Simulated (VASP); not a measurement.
A run of VASP 6.6.1 is set up as follows.

The input INCAR:

```
SYSTEM = CaBi
PREC     = Accurate       ! precision mode
ENCUT    = 520            ! plane-wave cutoff, eV
EDIFF    = 1E-6           ! SCF threshold, eV
ISMEAR   = 1              ! smearing method
SIGMA    = 0.1            ! smearing width, eV
LREAL    = .False.        ! projectors in reciprocal space
LASPH    = .True.         ! aspherical terms in the spheres
NELM     = 60             ! most SCF steps
ALGO     = Normal         ! electronic algorithm
ISIF     = 2              ! what is computed and relaxed
LWAVE    = .False.        ! write WAVECAR
LCHARG   = .False.        ! write CHGCAR
GGA      = RP             ! functional
IBRION   = 2              ! ionic algorithm
NSW      = 60             ! ionic steps
EDIFFG   = -0.005         ! ionic threshold
```

File KPOINTS:

```
Automatic mesh
0
Gamma
  8 8 6
  0 0 0
```

POSCAR

```
CaBi
1.0
    4.0849500000      0.0000000000      0.0000000000
   -2.0424800000      3.5376700000      0.0000000000
    0.0000000000      0.0000000000      4.6454500000
Ca Bi
1 1
Direct
    0.0000000000      0.0000000000      0.0000000000
    0.3333300000      0.6666700000      0.5000000000
```

Potentials or basis: VASP PAW PBE potentials, release 64 (Ca_sv, Bi_d).

Launch:

```sh
$ cat potpaw_PBE.64/Ca_sv/POTCAR potpaw_PBE.64/Bi_d/POTCAR > POTCAR
$ mpirun -np 1 vasp_std > vasp.out
```

Problem. What does it give for the band gap on the k mesh?

Solution. None (metal or under the smearing width).

Final structure:
```
CELL_PARAMETERS angstrom
4.08495 0.00000 0.00000
-2.04248 3.53767 0.00000
0.00000 0.00000 4.64545
ATOMIC_POSITIONS crystal
Ca 0.00000 0.00000 0.00000
Bi 0.33333 0.66667 0.50000
```

Caveat: the relaxation stopped at its first step, so nothing moved; spin-orbit coupling is left out, which moves the levels of the heavy elements.
